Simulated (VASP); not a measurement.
## Cd2TeSe (space group P3m1): computed properties

Level of theory: LDA (Ceperley-Alder, Perdew-Zunger), VASP's LDA PAW potentials (set 64) (plane waves; VASP).

| Item | Value |
|---|---|
| space group | P3m1 (156) |
| cell | a = b = 4.3912 Å, c = 7.1801 Å, α = β = 90.00°, γ = 120.00° |
| volume per atom | 29.98 Å³/atom |
| band gap (over mesh and band path) | 0.11 eV |
| smallest direct gap (over mesh and band path) | 0.11 eV |
| band-edge character | direct, Γ to Γ |
| density | 5.97 g/cm³ |

```
Cd2SeTe
1.0
    4.39123     0.00000     0.00000
   -2.19562     3.80292     0.00000
    0.00000     0.00000     7.18014
Cd Te Se
2 1 1
Cartesian
  2.19562   1.26764   3.47343
  4.39123   0.00000   0.10738
 -2.19562   3.80292   4.50944
  2.19562   1.26764   0.87064
```

Unless said otherwise, spin-orbit coupling is left out, though it shifts the bands of the heavy elements here.

The structure comes from a computed database's Cd2TeSe entry (P3m1); how it stands against other phases isn't given here. It was relaxed first, which changed the volume by -7 %. Symmetry was kept, so distortions that lower it aren't found.
